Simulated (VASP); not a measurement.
Data:

```xyz
5
Lattice="5.6100 0.0000 0.0000 0.0000 5.6100 0.0000 0.0000 0.0000 5.6100" Properties=species:S:1:pos:R:3 pbc="T T T"
Cs     0.0000     0.0000     0.0000
Pb     2.8050     2.8050     2.8050
Cl     2.8050     0.0000     2.8050
Cl     0.0000     2.8050     2.8050
Cl     2.8050     2.8050     0.0000
```

These are PBEsol GGA, VASP's PBE PAW potentials (set 64) (plane waves; VASP) values and carry that method's errors. Numerical set-up: 300 eV cut-off, 5×5×5 Γ-centred mesh, Fermi-Dirac smearing of 0.050 eV, potentials Cs_sv Pb_d Cl.

Unless said otherwise, spin-orbit coupling is left out, though it shifts the bands of the heavy elements here.

Task: Give the energies of bands 13 to 25 at the high-symmetry points, in eV from the valence-band maximum.

Result: 
| band | Γ | X | M | R |
|---|---|---|---|---|
| 13 | -6.69 | -7.64 | -8.08 | -8.17 |
| 14 | -4.69 | -4.62 | -4.48 | -3.20 |
| 15 | -4.69 | -4.62 | -3.44 | -3.20 |
| 16 | -4.69 | -3.21 | -2.85 | -3.20 |
| 17 | -2.62 | -2.74 | -2.85 | -2.73 |
| 18 | -2.62 | -2.72 | -2.81 | -2.73 |
| 19 | -2.62 | -2.72 | -2.81 | -2.19 |
| 20 | -2.51 | -2.62 | -2.74 | -2.19 |
| 21 | -2.51 | -2.62 | -2.20 | -2.19 |
| 22 | -2.51 | -1.68 | -0.81 | 0.00 |
| 23 | 3.22 | 2.93 | 2.42 | 1.82 |
| 24 | 4.22 | 4.61 | 2.42 | 1.82 |
| 25 | 4.22 | 5.18 | 4.85 | 1.82 |

The gap is direct, 1.82 eV, from the valence maximum at R to the conduction minimum at R.

The structure is a typed CsPbCl3 crystal. The cell was not relaxed at this level.
